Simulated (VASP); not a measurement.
Input:

```
C
1.0
    1.22899     0.70956     3.49132
   -1.22899     0.70956     3.49132
    0.00000    -1.41912     3.49132
C
2
Direct
  0.16667   0.16667   0.16667
  0.83333   0.83333   0.83333
```

Level of theory: r2SCAN meta-GGA, VASP's PBE PAW potentials (set 64) (plane waves; VASP 6.6.1). Run with 520 eV cut-off, 14×14×14 Γ-centred mesh, tetrahedra with Blöchl corrections, potentials C.

**Question.** Give the energies of bands 2 to 5 at the high-symmetry points, in eV from the valence-band maximum.

**Answer.** 
```json
[
 {"band": "2", "Γ": "-7.00", "T": "-8.64", "H2": "-11.64", "L": "-13.87", "S0": "-13.00", "F": "-13.80"},
 {"band": "3", "Γ": "-2.97", "T": "-2.98", "H2": "-9.80", "L": "-6.57", "S0": "-10.42", "F": "-6.60"},
 {"band": "4", "Γ": "-2.97", "T": "-2.98", "H2": "-2.54", "L": "-1.99", "S0": "-0.92", "F": "-2.59"},
 {"band": "5", "Γ": "4.33", "T": "8.93", "H2": "2.76", "L": "2.33", "S0": "1.14", "F": "1.69"}
]
```

The gap is direct, 0.47 eV, from the valence maximum at H0-L at 0.29 to the conduction minimum at H0-L at 0.29.

The structure was generated: C was put into the A7 type (R-3m), which need not be its known phase. It was relaxed first, which changed the volume by +119 %.
